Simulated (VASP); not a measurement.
Runs of VASP 6.6.1 on GaAs. Symmetry: I-4m2, No. 119, tetragonal system. Conventional cell: a = 3.987 Å, b = 3.987 Å, c = 5.681 Å, α = 90.00°, β = 90.00°, γ = 90.00°. Ga (site symmetry -4m2) has 4 As at 2.45 Å as nearest neighbours. As (site symmetry -4m2) is surrounded by 4 Ga at 2.45 Å. The cell was built by a generator and isn't the measured one.

| level | potentials or basis | pressure (GPa) | moment (μB) |
| --- | --- | --- | --- |
| LDA | VASP PAW LDA potentials, release 64 (Ga_d, As) | -1.6 | 0.00 |
| TB-mBJ | VASP PAW PBE potentials, release 64 (Ga_d, As) | - | 0.00 |
| PBE | VASP PAW PBE potentials, release 64 (Ga_d, As) | 3.5 | 0.00 |
| r2SCAN | VASP PAW PBE potentials, release 64 (Ga_d, As) | (a) | 0.00 |

Alike in all rows: task single point; spin non-collinear, zero start, SOC; cell as given; k mesh 8 × 8 × 8; cutoff (eV) 520; smearing gaussian 0.02 eV.

Fill in the values left out.

(a) 0.6.

Caveats: the PAW data sets were made with another functional, which shifts forces and pressure a little (some runs).

Not every run made on this cell is shown here.
